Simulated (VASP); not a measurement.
All values below come from PBE GGA, VASP's PBE PAW potentials (set 64) (plane waves; VASP).

Input for VASP

### POSCAR
```
Cd31InTe32
1.0
 13.2498873623   0.0000000000   0.0000000000
  0.0000000000  13.2498873623   0.0000000000
  0.0000000000   0.0000000000  13.2498873623
Cd Te In
31 32 1
Cart
  6.6247827758   0.0022715196  13.2494953379
  9.9387165865   3.3104440420  13.2496412536
  9.9387333303  13.2490637202   3.3115593208
 13.2495749896   0.0000726306  13.2496769978
  3.3119486794   3.3115350947   0.0013572708
  6.6245532626   6.6242967355  13.2496840216
  9.9386521629   9.9389847973   0.0008183170
  3.3118257641   0.0025605354   3.3121242258
  6.6204735534   3.3099585569   3.3099090659
  9.9519000853   6.6417112533   3.2994611693
  6.6245997406  13.2498437450   6.6248889472
  9.9502371264   3.3009491423   6.6410831066
  9.9385466421   0.0020197969   9.9386516262
 13.2497900233   6.6235031600   0.0000735355
  3.3104467251   9.9393536291  13.2497214817
  0.0013054796   3.3117041395   3.3118433322
  3.3029978359   6.6145131923   3.3029051357
  6.6417422898   9.9526852590   3.2987099206
 13.2493089438   0.0016697839   6.6264108876
  3.3023688054   3.3034012075   6.6145038352
  9.9426926047   9.9420294889   6.6179684674
  3.3110006181  13.2494585615   9.9389682191
  6.6413195522   3.2996551159   9.9519513438
  9.9547144713   6.6039195310   9.9557990594
 13.2486798153   9.9390803528   3.3115349424
 13.2493826078   6.6243668327   6.6247767299
  3.3003835894   9.9510000562   6.6402031564
 13.2493996220   3.3108678847   9.9387755339
  3.2905643986   6.6483568297   9.9598263176
  6.6090776406   9.9508506240   9.9525673615
  0.0006718157   9.9395912115   9.9388018150
  8.2832634708   1.6634718759   1.6643109714
 11.5883625110   4.9659691668   1.6620283802
 11.5883381232   1.6616927552   4.9664396875
  1.6565001416   1.6566478792   1.6567695648
  4.9692736954   4.9691022922   1.6620942586
  8.2813470522   8.2823188824   1.6580652832
 11.5933473226  11.5925966317   1.6570880908
  4.9690838019   1.6623735026   4.9686113269
  8.3381405081   4.9206589192   4.9175111408
 11.5907048923   8.2838309648   4.9705950125
  8.2821283344   1.6595651002   8.2824042130
 11.5932060523   4.9679152414   8.2822594076
 11.5933138654   1.6573502968  11.5938360037
  1.6634413786   8.2841104275   1.6643314822
  4.9662709224  11.5882166204   1.6623992909
  1.6610904365   4.9694344748   4.9684597243
  4.9098584829   8.3452721169   4.9105781849
  8.2828780568  11.5890788688   4.9704304582
  1.6614519862   1.6613688167   8.2838074171
  4.9049938728   4.9116627585   8.3470510070
  8.3396198885   8.3386511972   8.3455546244
 11.5857676848  11.5859065132   8.2830708506
  4.9659027385   1.6604390429  11.5902612569
  8.2815421634   4.9676407315  11.5937176451
 11.5894007125   8.2841664732  11.5898820505
  1.6623866823  11.5881501338   4.9665775685
  1.6573519755   8.2841480996   8.2804897752
  4.9681799675  11.5903490878   8.2820094989
  1.6583457317   4.9656748007  11.5921980791
  4.9690840259   8.2839769375  11.5955238777
  8.2830930627  11.5882712272  11.5893278487
  1.6570907752  11.5924787528  11.5939618577
  6.6192562226   6.6194415766   6.6398233696
```

### KPOINTS
```
Regular mesh
0
G
  1 1 1
0 0 0
```

### INCAR
```
! general
SYSTEM  = Cd31InTe32
PREC    = Normal
ENCUT   = 400   ! plane-wave cut-off (eV)
LREAL   = Auto
LASPH   = .TRUE.
ISYM    = 0
NELECT  = 569.0

! electronic loop
EDIFF   = 1E-5
NELM    = 100   ! most electronic steps
NELMIN  = 4
ALGO    = Fast
LMAXMIX = 4

! smearing
ISMEAR  = 0   ! Gaussian
SIGMA   = 0.05   ! width (eV)

! functional
GGA     = PE   ! PBE

! spin
ISPIN   = 2
MAGMOM  = 64*0.0156
NUPDOWN = 1

! ions
IBRION  = 2   ! conjugate gradients
NSW     = 120
ISIF    = 2   ! forces and stress, cell fixed
EDIFFG  = -0.03   ! ionic stop

! output
LWAVE   = .FALSE.
LCHARG  = .FALSE.
LORBIT  = 10
```

POTCAR, in this order: Cd Te In (PBE.64 set). Program: vasp_gam.

**Question.** What will the output report for the number of irreducible k-points (NKPTS), largest plane-wave count, FFT grid (NGX, NGY, NGZ)?

**Answer.** 
```yaml
number of irreducible k-points (NKPTS): 1
largest_plane_wave_count: 21106
FFT grid (NGX, NGY, NGZ): 70 × 70 × 70
```

The cell is a supercell with a defect, built from CdTe (zinc blende): In_Cd, charge -2.
